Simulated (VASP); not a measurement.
Input:

```
CELL_PARAMETERS angstrom
     -0.29783     3.99550     4.11890
      3.99550    -0.29783     4.11890
      1.84883     1.84883     0.00000
ATOMIC_POSITIONS crystal
  Si 0.96104 0.96104 0.07791
  Si 0.16396 0.16396 0.17209
  C  0.99289 0.52427 0.98284
  C  0.13211 0.60073 0.26716
  C  0.52427 0.99289 0.98284
  C  0.60073 0.13211 0.26716
  C  0.50273 0.50273 0.99454
  C  0.62227 0.62227 0.25546
```

These are PBEsol GGA, VASP's PBE PAW potentials (set 64) (plane waves; VASP) values and carry that method's errors. Numerical set-up: 520 eV cut-off, Gaussian smearing of 0.050 eV, potentials Si C.

### Question
Give the energies of bands 9 to 20 at the high-symmetry points, in eV from the Fermi level.

### Answer

```json
[
 {"band": "9", "Γ": "-6.45", "Y": "-7.37", "C0": "-7.35", "Z": "-8.29", "A0": "-7.53", "T": "-7.37", "S": "-8.07", "R": "-8.05"},
 {"band": "10", "Γ": "-5.33", "Y": "-6.51", "C0": "-7.34", "Z": "-8.29", "A0": "-7.53", "T": "-7.37", "S": "-6.05", "R": "-8.05"},
 {"band": "11", "Γ": "-4.68", "Y": "-5.81", "C0": "-5.74", "Z": "-8.07", "A0": "-7.27", "T": "-7.20", "S": "-5.62", "R": "-7.12"},
 {"band": "12", "Γ": "-4.04", "Y": "-5.39", "C0": "-5.69", "Z": "-8.07", "A0": "-7.27", "T": "-7.20", "S": "-5.34", "R": "-7.12"},
 {"band": "13", "Γ": "-4.03", "Y": "-4.98", "C0": "-4.70", "Z": "-7.07", "A0": "-5.36", "T": "-4.59", "S": "-4.33", "R": "-6.68"},
 {"band": "14", "Γ": "-1.89", "Y": "-4.91", "C0": "-4.31", "Z": "-7.07", "A0": "-5.36", "T": "-4.59", "S": "-4.21", "R": "-6.68"},
 {"band": "15", "Γ": "-1.40", "Y": "-4.13", "C0": "-3.86", "Z": "-4.72", "A0": "-3.85", "T": "-3.48", "S": "-1.76", "R": "-4.43"},
 {"band": "16", "Γ": "-0.17", "Y": "-0.83", "C0": "0.00", "Z": "-4.72", "A0": "-3.85", "T": "-3.48", "S": "0.51", "R": "-4.43"},
 {"band": "17", "Γ": "-0.07", "Y": "1.11", "C0": "1.56", "Z": "2.21", "A0": "-0.16", "T": "-0.64", "S": "1.03", "R": "0.57"},
 {"band": "18", "Γ": "0.08", "Y": "3.51", "C0": "3.48", "Z": "2.21", "A0": "-0.16", "T": "-0.64", "S": "2.92", "R": "0.57"},
 {"band": "19", "Γ": "1.37", "Y": "3.69", "C0": "3.65", "Z": "3.58", "A0": "1.18", "T": "0.76", "S": "3.18", "R": "1.83"},
 {"band": "20", "Γ": "2.02", "Y": "3.94", "C0": "3.65", "Z": "3.58", "A0": "1.18", "T": "0.76", "S": "3.56", "R": "1.83"}
]
```

It has no gap at this level: it comes out as a metal or semimetal.

The structure was generated: C6Si2 was put into an ordered model structure (Cmcm), which need not be its known phase. It was relaxed first.
